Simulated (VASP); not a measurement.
Data:

```
InSb
1.0
    0.00000     3.27794     3.27794
    3.27794     0.00000     3.27794
    3.27794     3.27794     0.00000
In Sb
1 1
Direct
  0.00000   0.00000   0.00000
  0.25000   0.25000   0.25000
```

Computed with r2SCAN meta-GGA, VASP's PBE PAW potentials (set 64) (plane waves; VASP). Run with 400 eV cut-off, 11×11×11 Γ-centred mesh, tetrahedra with Blöchl corrections, potentials In_d Sb.

Unless said otherwise, spin-orbit coupling is left out, though it shifts the bands of the heavy elements here.

Task: Give the energies of bands 7 to 12 at the high-symmetry points, in eV from the valence-band maximum.

Result: 
| band | Γ | X | U | L | W |
|---|---|---|---|---|---|
| 7 | 0.00 | -5.92 | -5.78 | -5.61 | -5.81 |
| 8 | 0.00 | -2.24 | -3.07 | -0.99 | -2.82 |
| 9 | 0.00 | -2.24 | -1.90 | -0.99 | -2.68 |
| 10 | 0.02 | 1.57 | 1.88 | 0.77 | 3.70 |
| 11 | 3.22 | 1.63 | 3.95 | 4.09 | 4.24 |
| 12 | 3.22 | 8.52 | 6.62 | 4.09 | 4.58 |

The gap is direct, 0.02 eV, from the valence maximum at Γ to the conduction minimum at Γ.

The structure was generated: InSb was put into the zinc blende type (F-43m), which need not be its known phase. It was relaxed first.
